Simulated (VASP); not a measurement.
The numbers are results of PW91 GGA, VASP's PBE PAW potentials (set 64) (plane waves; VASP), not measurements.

VASP input:

INCAR:
```
ALGO = Normal
EDIFF = 1E-7
ENCUT = 520
GGA = 91
ISIF = 2
ISMEAR = -5
LASPH = .TRUE.
LCHARG = .TRUE.
LMAXMIX = 4
LORBIT = 11
LREAL = .FALSE.
LWAVE = .FALSE.
NEDOS = 601
NELM = 100
PREC = Accurate
SYSTEM = NiAl
```

POSCAR:
```
NiAl
1.0
  2.8944699091   0.0000000000   0.0000000000
  0.0000000000   2.8944699091   0.0000000000
  0.0000000000   0.0000000000   2.8944699091
Al Ni
1 1
Cartesian
  1.4472349546   1.4472349546   1.4472349546
  0.0000000000   0.0000000000   0.0000000000
```

**KPOINTS**
```
kpoints
0
G
 14 14 14
0 0 0
```

POTCAR, in this order: Al Ni (PBE.64 set). Program: vasp_std.

What VASP printed:

File OUTCAR:
```
 ion  position               nearest neighbor table
   1  0.500  0.500  0.500-   2 2.51   2 2.51   2 2.51   2 2.51   2 2.51   2 2.51   2 2.51   2 2.51
  LATTYP: Found a simple cubic cell.
 ALAT       =     2.8944699091
 Subroutine PRICEL returns:
 Original cell was already a primitive cell.
 Subroutine GETGRP returns: Found 48 space group operations
The static configuration has the point symmetry O_h .
The dynamic configuration has the point symmetry O_h .
 Subroutine INISYM returns: Found 48 space group operations
 Subroutine IBZKPT returns following result:
 Found    120 irreducible k-points:

 Following reciprocal coordinates:
            Coordinates               Weight
  0.000000  0.000000  0.000000      1.000000
  0.071429  0.000000  0.000000      6.000000
  0.142857  0.000000  0.000000      6.000000
  0.214286  0.000000  0.000000      6.000000
  0.285714  0.000000  0.000000      6.000000
  0.357143  0.000000  0.000000      6.000000
  0.428571  0.000000  0.000000      6.000000
  0.500000  0.000000  0.000000      3.000000
  0.071429  0.071429  0.000000     12.000000
  0.142857  0.071429  0.000000     24.000000
  0.214286  0.071429  0.000000     24.000000
  0.285714  0.071429  0.000000     24.000000
  0.357143  0.071429  0.000000     24.000000
  0.428571  0.071429  0.000000     24.000000
  0.500000  0.071429  0.000000     12.000000
  0.142857  0.142857  0.000000     12.000000
  0.214286  0.142857  0.000000     24.000000
  0.285714  0.142857  0.000000     24.000000
  0.357143  0.142857  0.000000     24.000000
  0.428571  0.142857  0.000000     24.000000
  0.500000  0.142857  0.000000     12.000000
  0.214286  0.214286  0.000000     12.000000
  0.285714  0.214286  0.000000     24.000000
  0.357143  0.214286  0.000000     24.000000
  0.428571  0.214286  0.000000     24.000000
  0.500000  0.214286  0.000000     12.000000
  0.285714  0.285714  0.000000     12.000000
  0.357143  0.285714  0.000000     24.000000
  0.428571  0.285714  0.000000     24.000000
  0.500000  0.285714  0.000000     12.000000
  0.357143  0.357143  0.000000     12.000000
  0.428571  0.357143  0.000000     24.000000
  0.500000  0.357143  0.000000     12.000000
  0.428571  0.428571  0.000000     12.000000
  0.500000  0.428571  0.000000     12.000000
  0.500000  0.500000  0.000000      3.000000
  0.071429  0.071429  0.071429      8.000000
  0.142857  0.071429  0.071429     24.000000
  0.214286  0.071429  0.071429     24.000000
  0.285714  0.071429  0.071429     24.000000
   k-points           NKPTS =    120   k-points in BZ     NKDIM =    120   number of bands    NBANDS=     10
   number of dos      NEDOS =    601   number of ions     NIONS =      2
   total plane-waves  NPLWV =  13824
   dimension x,y,z NGX =    24 NGY =   24 NGZ =   24
   dimension x,y,z NGXF=    48 NGYF=   48 NGZF=   48
   ions per type =               1   1
   PREC   = accura    normal or accurate (medium, high low for compatibility)
   ISTART =      0    job   : 0-new  1-cont  2-samecut
   ICHARG =      2    charge: 1-file 2-atom 10-const
   ISPIN  =      1    spin polarized calculation?
   LNONCOLLINEAR =      F non collinear calculations
   LSORBIT =      F    spin-orbit coupling
   INIWAV =      1    electr: 0-lowe 1-rand  2-diag
   ENCUT  =  520.0 eV  38.22 Ry    6.18 a.u.   5.38  5.38  5.38*2*pi/ulx,y,z
   NELM   =    100;   NELMIN=  2; NELMDL= -5     # of ELM steps
   EDIFF  = 0.1E-06   stopping-criterion for ELM
   LREAL  =      F    real-space projection
   NLSPLINE    = F    spline interpolate recip. space projectors
   LMAXMIX     =    4 max onsite mixed and CHGCAR
   VOSKOWN=      0    Vosko Wilk Nusair interpolation
...
```

OSZICAR:
```
       N       E                     dE             d eps       ncg     rms          rms(c)
DAV:   1     0.393152642879E+02    0.39315E+02   -0.56919E+03  2432   0.135E+03
DAV:   2    -0.105571249522E+02   -0.49872E+02   -0.47462E+02  2430   0.205E+02
DAV:   3    -0.117944244825E+02   -0.12373E+01   -0.12235E+01  2806   0.418E+01
DAV:   4    -0.118168269953E+02   -0.22403E-01   -0.22381E-01  2908   0.508E+00
DAV:   5    -0.118174802919E+02   -0.65330E-03   -0.65317E-03  2760   0.882E-01    0.115E+01
DAV:   6    -0.135950880070E+02   -0.17776E+01   -0.54585E+01  2680   0.127E+02    0.150E+01
DAV:   7    -0.105070092258E+02    0.30881E+01   -0.15685E+01  2632   0.761E+01    0.103E+00
DAV:   8    -0.105020915210E+02    0.49177E-02   -0.37652E-01  2976   0.768E+00    0.988E-01
DAV:   9    -0.104895330276E+02    0.12558E-01   -0.53825E-02  2808   0.385E+00    0.172E-01
DAV:  10    -0.104891928670E+02    0.34016E-03   -0.18139E-03  2846   0.679E-01    0.691E-02
DAV:  11    -0.104891887279E+02    0.41391E-05   -0.47396E-05  2714   0.669E-02    0.219E-02
DAV:  12    -0.104891863782E+02    0.23497E-05   -0.33785E-06  2908   0.336E-02    0.342E-03
DAV:  13    -0.104891861637E+02    0.21452E-06   -0.12076E-07  1540   0.511E-03    0.162E-03
DAV:  14    -0.104891860465E+02    0.11725E-06   -0.15688E-07  1344   0.637E-03    0.762E-04
DAV:  15    -0.104891861185E+02   -0.72006E-07   -0.18987E-08  1244   0.256E-03
   1 F= -.10489186E+02 E0= -.10489186E+02  d E =0.000000E+00
```

### OUTCAR
```
------------------------ aborting loop because EDIFF is reached ----------------------------------------
  FORCE on cell =-STRESS in cart. coord.  units (eV):
  Direction    XX          YY          ZZ          XY          YZ          ZX
  --------------------------------------------------------------------------------------
  Total       -0.0372807     -0.0372807     -0.0372807     -0.0000000     -0.0000000     -0.0000000
  in kB       -2.4631287     -2.4631287     -2.4631287     -0.0000000     -0.0000000     -0.0000000
  external PRESSURE =      -2.4631287 kB  Pullay stress =       0.0000000 kB
  volume of cell :       24.25
      direct lattice vectors                 reciprocal lattice vectors
     2.894469909  0.000000000  0.000000000     0.345486404  0.000000000  0.000000000
     0.000000000  2.894469909  0.000000000     0.000000000  0.345486404  0.000000000
     0.000000000  0.000000000  2.894469909     0.000000000  0.000000000  0.345486404
 POSITION                                       TOTAL-FORCE (eV/Angst)
 -----------------------------------------------------------------------------------
      1.44723      1.44723      1.44723         0.000000      0.000000      0.000000
      0.00000      0.00000      0.00000         0.000000      0.000000      0.000000
 -----------------------------------------------------------------------------------
    total drift:                                0.000000      0.000000      0.000000
  FREE ENERGIE OF THE ION-ELECTRON SYSTEM (eV)
  ---------------------------------------------------
  free  energy   TOTEN  =       -10.4891861185 eV

  energy  without entropy=      -10.4891861185  energy(sigma->0) =      -10.48918612

 total charge

# of ion       s       p       d       tot
------------------------------------------
    1        0.382   0.408   0.000   0.789
    2        0.472   0.504   8.482   9.457
--------------------------------------------------
tot          0.853   0.911   8.482  10.246
```
(Selected blocks of OUTCAR.)

For a metal the tetrahedron method with Blöchl corrections gives inexact stress and forces.

The compound is NiAl in the CsCl type structure. It was relaxed first. The run is not spin-polarised, so no magnetic state was tried. The electron count is odd and the run is not spin-polarised, which forces a metal.
